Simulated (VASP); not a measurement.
Consider the following.

```
AuCu3
1.0
    3.82339     0.00000     0.00000
    0.00000     3.82339     0.00000
    0.00000     0.00000     3.82339
Cu Au
3 1
Direct
  0.00000   0.50000   0.50000
  0.50000   0.00000   0.50000
  0.50000   0.50000   0.00000
  0.00000   0.00000   0.00000
```

All values below come from RPBE GGA, VASP's PBE PAW potentials (set 64) (plane waves; VASP). Settings: 520 eV cut-off, 9×9×9 Γ-centred mesh, tetrahedra with Blöchl corrections, potentials Cu Au.

The cores are frozen, which limits the accuracy of field gradients.

### Question
Give the principal components of the electric field gradient (V/Å²) and the asymmetry η at each nucleus.

### Answer

```json
[
 {"atom": "Cu1", "Vxx": "-8.4", "Vyy": "-8.4", "Vzz": "16.9", "η": "0.00"},
 {"atom": "Cu2", "Vxx": "-8.4", "Vyy": "-8.4", "Vzz": "16.9", "η": "0.00"},
 {"atom": "Cu3", "Vxx": "-8.4", "Vyy": "-8.4", "Vzz": "16.9", "η": "0.00"},
 {"atom": "Au4", "Vxx": "0.0", "Vyy": "0.0", "Vzz": "0.0", "η": "-"}
]
```

The compound is Cu3Au in the L1_2 structure. It was relaxed first, which changed the volume by +6 %.
